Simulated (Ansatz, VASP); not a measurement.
# Cross-check of Si2W between VASP and Ansatz

One calculation is typed for both programs; each brings its own data sets. How far apart do they land? The cell is taken from a series of runs on this material, whose earlier steps may have relaxed, scaled, displaced or heated it; both programs get it as it stands.

Calculated with Ansatz 0.2.0; plane waves, with VASP 6.6.1 beside it; zone-centre phonons at LDA.

## Step 1: Set-up

It takes space group I4/mmm (No. 139, tetragonal). The conventional cell has a = 3.116 Å, b = 3.116 Å, c = 7.637 Å, α = 90.00°, β = 90.00°, γ = 90.00°. Nearest to Si lie 5 Si at 2.54 to 2.55 Å and 5 W at 2.54 to 2.55 Å. W has 10 Si at 2.54 to 2.55 Å nearest. Farther neighbours are not listed.

Coordinates:

```
Si W
1.0
    -1.55799    1.55799    3.81848
     1.55799   -1.55799    3.81848
     1.55799    1.55799   -3.81848
Si W
2 1
Cartesian
  0.0000 0.0000 2.5486
  0.0000 0.0000 5.0883
  0.0000 0.0000 0.0000
```

## Step 2: VASP: zone-centre phonons, LDA

Second derivatives magnify differences that forces hide, and they need a tight electronic threshold.

Lines of VASP's logs that name or quote its potential files are left out, and so is its time.

INCAR

```
SYSTEM = Si2W
PREC = Accurate
ENCUT = 600
EDIFF = 1E-08
NELM = 120
ISMEAR = 1
SIGMA = 0.2
LREAL = .FALSE.
ALGO = Normal
GGA = PW92
NBANDS = 13
LASPH = .TRUE.
LORBIT = 11
LWAVE = .FALSE.
LCHARG = .FALSE.
ISIF = 2
IBRION = 8
GGA_COMPAT = .FALSE.
KPAR = 2
```

POSCAR

```
Si2W
1.0
   -1.5579879595      1.5579879595      3.8184757606
    1.5579879595     -1.5579879595      3.8184757606
    1.5579879595      1.5579879595     -3.8184757606
Si W
2 1
Direct
    0.3337258996      0.3337258996      0.0000000000
    0.6662741004      0.6662741004      0.0000000000
    0.0000000000      0.0000000000      0.0000000000
```

KPOINTS

```
Automatic mesh
0
Gamma
20 20 20
0 0 0
```

Potentials, in the order of the species: Si and W (LDA family, release 64).

Command:

```
mpirun -np 2 vasp_std
```

Numbers of over 12 decimals in the logs are rounded to 6 here.

Output:

```text
[banner, memory and clock lines left out]
running    2 mpi-ranks, on    1 nodes
 distrk:  each k-point on    1 cores,    2 groups
 distr:  one band on    1 cores,    1 groups

 POSCAR found type information on POSCAR SiW
 POSCAR found :  2 types and       3 ions
|                                                                             |
|               ----> ADVICE to this user running VASP <----                  |
|                                                                             |
|     You enforced a specific xc type in the INCAR file but a different       |
|     [... a line on the potential file left out ...]
|     I HOPE YOU KNOW WHAT YOU ARE DOING!                                     |
|                                                                             |

 LDA part: xc-table for (Slater(with rela. corr.)+PW92), standard interpolation
 POSCAR, INCAR and KPOINTS ok, starting setup
 FFT: planning ... GRIDC
 FFT: planning ... GRID_SOFT
 FFT: planning ... GRID
 WAVECAR not read
 entering main loop
       N       E                     dE             d eps       ncg     rms          rms(c)
DAV:   1     0.324293873080E+02    0.32429E+02   -0.67133E+03 16674   0.106E+03
DAV:   2    -0.256182708642E+02   -0.58048E+02   -0.53229E+02 20653   0.198E+02
DAV:   3    -0.281117898427E+02   -0.24935E+01   -0.24330E+01 22649   0.342E+01
DAV:   4    -0.281394572723E+02   -0.27667E-01   -0.27646E-01 19401   0.397E+00
DAV:   5    -0.281397938354E+02   -0.33656E-03   -0.33646E-03 23244   0.408E-01    0.293E+01
DAV:   6    -0.274773836984E+02    0.66241E+00   -0.15161E+00 22615   0.788E+00    0.130E+01
DAV:   7    -0.273411829979E+02    0.13620E+00   -0.14949E-01 18861   0.263E+00    0.513E+00
DAV:   8    -0.273219123521E+02    0.19271E-01   -0.25816E-02 21848   0.120E+00    0.464E-01
DAV:   9    -0.273217095520E+02    0.20280E-03   -0.10829E-03 19879   0.237E-01    0.259E-01
DAV:  10    -0.273216512113E+02    0.58341E-04   -0.25327E-04 21054   0.935E-02    0.762E-02
DAV:  11    -0.273216408471E+02    0.10364E-04   -0.34978E-05 20120   0.395E-02    0.216E-02
DAV:  12    -0.273216409659E+02   -0.11882E-06   -0.10837E-06 20913   0.808E-03    0.108E-02
DAV:  13    -0.273216409156E+02    0.50231E-07   -0.14613E-07 20622   0.256E-03    0.145E-03
DAV:  14    -0.273216409149E+02    0.76443E-09   -0.66535E-09 12856   0.625E-04
   1 F= -.27321641E+02 E0= -.27321751E+02  d E =0.329354E-03
 Linear response reoptimize wavefunctions to high precision
DAV:   1    -0.273216409150E+02   -0.93905E-10   -0.81116E-10 15515   0.263E-04
 Linear response DOF=           4
 Linear response progress:
  Degree of freedom:   1/  4
       N       E                     dE             d eps       ncg     rms          rms(c)
RMM:   1    -0.187769490103E-01   -0.18777E-01    0.14054E-02133571   0.934E-01
RMM:   2    -0.173065751086E-01    0.14704E-02   -0.72659E-04 87773   0.217E-01    0.105E-01
RMM:   3    -0.173732525127E-01   -0.66677E-04   -0.18268E-04 88765   0.686E-02    0.562E-02
RMM:   4    -0.175636665307E-01   -0.19041E-03   -0.11167E-04 88263   0.513E-02    0.127E-02
RMM:   5    -0.175546498264E-01    0.90167E-05   -0.20660E-06 92020   0.991E-03    0.131E-03
RMM:   6    -0.175602376895E-01   -0.55879E-05   -0.26634E-07 93393   0.169E-03    0.779E-04
RMM:   7    -0.175602444580E-01   -0.67685E-08   -0.72940E-09 94636   0.359E-04    0.737E-05
 first order change of Fermi-energy   0.12954E-04
 force on displaced ion       1 direction 1 : -11.272  -0.000  -0.000
 Linear response progress:
  Degree of freedom:   2/  4
       N       E                     dE             d eps       ncg     rms          rms(c)
RMM:   1    -0.269333696412E-01   -0.26933E-01    0.36650E-02 41288   0.116E+00
RMM:   2    -0.239320799590E-01    0.30013E-02   -0.11862E-03 26709   0.281E-01    0.167E-01
RMM:   3    -0.238817833653E-01    0.50297E-04   -0.66260E-04 26622   0.123E-01    0.113E-01
RMM:   4    -0.239830506334E-01   -0.10127E-03   -0.74501E-05 27781   0.423E-02    0.472E-02
RMM:   5    -0.240381784106E-01   -0.55128E-04   -0.58717E-06 27761   0.121E-02    0.135E-02
RMM:   6    -0.240439428170E-01   -0.57644E-05   -0.49815E-07 28116   0.352E-03    0.205E-03
RMM:   7    -0.240425580415E-01    0.13848E-05   -0.54366E-08 28658   0.126E-03    0.614E-04
RMM:   8    -0.240428154299E-01   -0.25739E-06    0.96479E-10 29684   0.222E-04    0.104E-04
RMM:   9    -0.240430386105E-01   -0.22318E-06   -0.41785E-09 29435   0.660E-05    0.158E-05
RMM:  10    -0.240430333401E-01    0.52704E-08   -0.84029E-10 30689   0.215E-05    0.444E-06
 first order change of Fermi-energy  -0.39980E+00
 force on displaced ion       1 direction 3 :  -0.000  -0.000 -17.288
 Linear response progress:
  Degree of freedom:   3/  4
       N       E                     dE             d eps       ncg     rms          rms(c)
RMM:   1    -0.123882467576E+00   -0.12388E+00   -0.10655E-01 59106   0.182E+00
RMM:   2    -0.122668385165E+00    0.12141E-02   -0.13999E-03 47151   0.257E-01    0.158E-01
RMM:   3    -0.122335987938E+00    0.33240E-03   -0.20287E-04 48358   0.803E-02    0.890E-02
RMM:   4    -0.122495812716E+00   -0.15982E-03   -0.24256E-04 47992   0.903E-02    0.127E-02
RMM:   5    -0.122493130284E+00    0.26824E-05   -0.78170E-06 51130   0.177E-02    0.333E-03
RMM:   6    -0.122501094840E+00   -0.79646E-05   -0.14021E-07 51126   0.229E-03    0.929E-04
RMM:   7    -0.122501383363E+00   -0.28852E-06   -0.11471E-08 52627   0.566E-04    0.106E-04
RMM:   8    -0.122501321459E+00    0.61903E-07   -0.52810E-09 53172   0.129E-04    0.315E-05
RMM:   9    -0.122501132867E+00    0.18859E-06   -0.48193E-09 54669   0.491E-05    0.465E-06
RMM:  10    -0.122501112685E+00    0.20182E-07   -0.79942E-10 55257   0.279E-05    0.239E-06
RMM:  11    -0.122501121650E+00   -0.89650E-08   -0.59524E-09 51752   0.242E-05    0.173E-07
 first order change of Fermi-energy  -0.77461E-03
 force on displaced ion       3 direction 1 : -14.373   0.000   0.000
 Linear response progress:
  Degree of freedom:   4/  4
       N       E                     dE             d eps       ncg     rms          rms(c)
RMM:   1    -0.141964541604E+00   -0.14196E+00   -0.13092E-01 32144   0.188E+00
RMM:   2    -0.137229738749E+00    0.47348E-02   -0.21958E-03 25776   0.316E-01    0.189E-01
RMM:   3    -0.136574662618E+00    0.65508E-03   -0.88611E-04 26848   0.142E-01    0.988E-02
RMM:   4    -0.136652839138E+00   -0.78177E-04   -0.26722E-04 26943   0.901E-02    0.305E-02
RMM:   5    -0.136735627400E+00   -0.82788E-04   -0.43560E-05 26582   0.396E-02    0.679E-03
RMM:   6    -0.136748782596E+00   -0.13155E-04   -0.71462E-07 29028   0.524E-03    0.193E-03
RMM:   7    -0.136743681024E+00    0.51016E-05   -0.90689E-08 27866   0.147E-03    0.231E-04
RMM:   8    -0.136744839997E+00   -0.11590E-05   -0.62617E-09 29109   0.345E-04    0.904E-05
RMM:   9    -0.136744920691E+00   -0.80694E-07   -0.32871E-09 30093   0.791E-05    0.502E-05
RMM:  10    -0.136744903473E+00    0.17218E-07   -0.34551E-09 29660   0.443E-05    0.450E-06
RMM:  11    -0.136744936706E+00   -0.33233E-07   -0.10278E-08 30698   0.299E-05    0.139E-06
RMM:  12    -0.136744936968E+00   -0.26136E-09   -0.33323E-09 28864   0.229E-05    0.543E-07
 first order change of Fermi-energy   0.48844E-03
 force on displaced ion       3 direction 3 :   0.000   0.000 -19.396
 Linear response finished
```

OUTCAR, selected parts (step 2):

```text
ion  position               nearest neighbor table
   1  0.334  0.334  0.000-   2 2.54   3 2.54   3 2.54   3 2.54   3 2.54   2 2.55   2 2.55   2 2.55
                             2 2.55   3 2.55
   2  0.666  0.666  0.000-   1 2.54   3 2.54   3 2.54   3 2.54   3 2.54   1 2.55   1 2.55   1 2.55
                             1 2.55   3 2.55
   3  0.000  0.000  0.000-   2 2.54   2 2.54   1 2.54   2 2.54   1 2.54   1 2.54   2 2.54   1 2.54
                             1 2.55   2 2.55

  LATTYP: Found a body centered tetragonal cell.
 ALAT       =     3.1159759190
 C/A-ratio  =     2.4509019709

 Subroutine GETGRP returns: Found 16 space group operations
 (whereof 16 operations were pure point group operations)

The static configuration has the point symmetry D_4h.

 Found    641 irreducible k-points:

   k-points           NKPTS =    641   k-points in BZ     NKDIM =    641   number of bands    NBANDS=     13

   dimension x,y,z NGX =    36 NGY =   36 NGZ =   36
   dimension x,y,z NGXF=    72 NGYF=   72 NGZF=   72

   ENCUT  =  600.0 eV  44.10 Ry    6.64 a.u.   8.80  8.80  8.80*2*pi/ulx,y,z

   NELECT =      14.0000    total number of electrons

 k-points in reciprocal lattice and weights: Automatic mesh
   0.00000000  0.00000000  0.00000000       0.000
   0.05000000  0.00000000 -0.00000000       0.001
   0.10000000  0.00000000 -0.00000000       0.001
   0.15000000  0.00000000 -0.00000000       0.001
   0.20000000  0.00000000 -0.00000000       0.001
   0.25000000  0.00000000  0.00000000       0.001
   0.30000000  0.00000000 -0.00000000       0.001
   0.35000000  0.00000000  0.00000000       0.001
   0.40000000 -0.00000000  0.00000000       0.001
[...]
-0.45000000 -0.45000000  0.45000000       0.000
   0.50000000  0.50000000  0.50000000       0.000

 average (electrostatic) potential at core
       1 -79.6050       2 -79.6050       3 -33.7753

  Total        3.9948068      3.9948068      4.0286634      0.0000000     -0.0000000      0.0000000
  in kB      172.6347195    172.6347195    174.0978231      0.0000000     -0.0000000      0.0000000
  external PRESSURE =     173.1224207 kB  Pullay stress =       0.0000000 kB

  energy-cutoff  :      600.00
  volume of cell :       37.07
      direct lattice vectors                 reciprocal lattice vectors
    -1.557987959  1.557987959  3.818475761     0.000000000  0.320926742  0.130942300
     1.557987959 -1.557987959  3.818475761     0.320926742  0.000000000  0.130942300
     1.557987959  1.557987959 -3.818475761     0.320926742  0.320926742  0.000000000

 POSITION                                       TOTAL-FORCE (eV/Angst)
 -----------------------------------------------------------------------------------
      0.00000      0.00000      2.54865        -0.000000     -0.000000     -0.012891
      0.00000      0.00000      5.08830         0.000000      0.000000      0.012891
      0.00000      0.00000      0.00000         0.000000      0.000000     -0.000000
 -----------------------------------------------------------------------------------
    total drift:                               -0.000000     -0.000000      0.000000

 Eigenvectors and eigenvalues of the dynamical matrix
 ----------------------------------------------------

   1 f  =   14.713605 THz    92.448308 2PiTHz  490.793042 cm-1    60.850554 meV
             X         Y         Z           dx          dy          dz
      0.000000  0.000000  2.548649    -0.000000   -0.000000    0.707107
      0.000000  0.000000  5.088303    -0.000000    0.000000   -0.707107
      0.000000  0.000000  0.000000     0.000000   -0.000000    0.000000

   2 f  =   11.560295 THz    72.635475 2PiTHz  385.609930 cm-1    47.809517 meV
             X         Y         Z           dx          dy          dz
      0.000000  0.000000  2.548649    -0.025253   -0.706656   -0.000000
      0.000000  0.000000  5.088303     0.025253    0.706656    0.000000
      0.000000  0.000000  0.000000     0.000000    0.000000    0.000000

   3 f  =   11.560295 THz    72.635475 2PiTHz  385.609930 cm-1    47.809517 meV
             X         Y         Z           dx          dy          dz
      0.000000  0.000000  2.548649     0.706656   -0.025253   -0.000000
      0.000000  0.000000  5.088303    -0.706656    0.025253    0.000000
      0.000000  0.000000  0.000000     0.000000    0.000000    0.000000

   4 f  =   10.496284 THz    65.950096 2PiTHz  350.118341 cm-1    43.409122 meV
             X         Y         Z           dx          dy          dz
      0.000000  0.000000  2.548649     0.000000    0.000000    0.618856
      0.000000  0.000000  5.088303     0.000000    0.000000    0.618856
      0.000000  0.000000  0.000000     0.000000    0.000000   -0.483772

   5 f  =    9.035464 THz    56.771494 2PiTHz  301.390635 cm-1    37.367659 meV
             X         Y         Z           dx          dy          dz
      0.000000  0.000000  2.548649     0.604181   -0.133954    0.000000
      0.000000  0.000000  5.088303     0.604181   -0.133954   -0.000000
      0.000000  0.000000  0.000000    -0.472311    0.104717    0.000000

   6 f  =    9.035464 THz    56.771494 2PiTHz  301.390635 cm-1    37.367659 meV
             X         Y         Z           dx          dy          dz
      0.000000  0.000000  2.548649     0.133954    0.604181    0.000000
      0.000000  0.000000  5.088303     0.133954    0.604181    0.000000
      0.000000  0.000000  0.000000    -0.104717   -0.472311    0.000000

   7 f/i=    0.000163 THz     0.001024 2PiTHz    0.005434 cm-1     0.000674 meV
             X         Y         Z           dx          dy          dz
      0.000000  0.000000  2.548649     0.000000   -0.000000   -0.342078
      0.000000  0.000000  5.088303     0.000000   -0.000000   -0.342078
      0.000000  0.000000  0.000000     0.000000    0.000000   -0.875194

   8 f/i=    0.000226 THz     0.001419 2PiTHz    0.007536 cm-1     0.000934 meV
             X         Y         Z           dx          dy          dz
      0.000000  0.000000  2.548649     0.111084   -0.323546    0.000000
      0.000000  0.000000  5.088303     0.111084   -0.323546    0.000000
      0.000000  0.000000  0.000000     0.284199   -0.827761    0.000000

   9 f/i=    0.000226 THz     0.001419 2PiTHz    0.007536 cm-1     0.000934 meV
             X         Y         Z           dx          dy          dz
      0.000000  0.000000  2.548649     0.323546    0.111084   -0.000000
      0.000000  0.000000  5.088303     0.323546    0.111084   -0.000000
      0.000000  0.000000  0.000000     0.827761    0.284199    0.000000

 ELASTIC MODULI CONTR FROM IONIC RELAXATION (kBar)
 Direction    XX          YY          ZZ          XY          YZ          ZX
 --------------------------------------------------------------------------------
 XX         -44.1049    -44.1049    -21.2137      0.0000     -0.0000     -0.0000
 YY         -44.1049    -44.1049    -21.2137      0.0000     -0.0000     -0.0000
 ZZ         -21.2137    -21.2137    -10.2034      0.0000     -0.0000     -0.0000
 XY           0.0000      0.0000      0.0000      0.0000      0.0000      0.0000
 YZ          -0.0000     -0.0000     -0.0000      0.0000    -55.6525      0.0000
 ZX          -0.0000     -0.0000     -0.0000      0.0000      0.0000    -26.7539
 --------------------------------------------------------------------------------
```

The data set W keeps the semicore shell frozen, which is cheaper and a little less accurate.

(Part 1 of 2 ends here.)

[Lines on the potential files, build, host, timing and source positions are cut from VASP's logs without a mark.]

[Logs are printed without paths, hosts, clocks, repeated set-up lines and the standing remarks that a program may print on its own settings, such as how far it seeks lower states.]

[Hosts, paths, dates, database ids (printed as entryN), source tags and the programs' standing remarks are cut or masked in the printed files.]
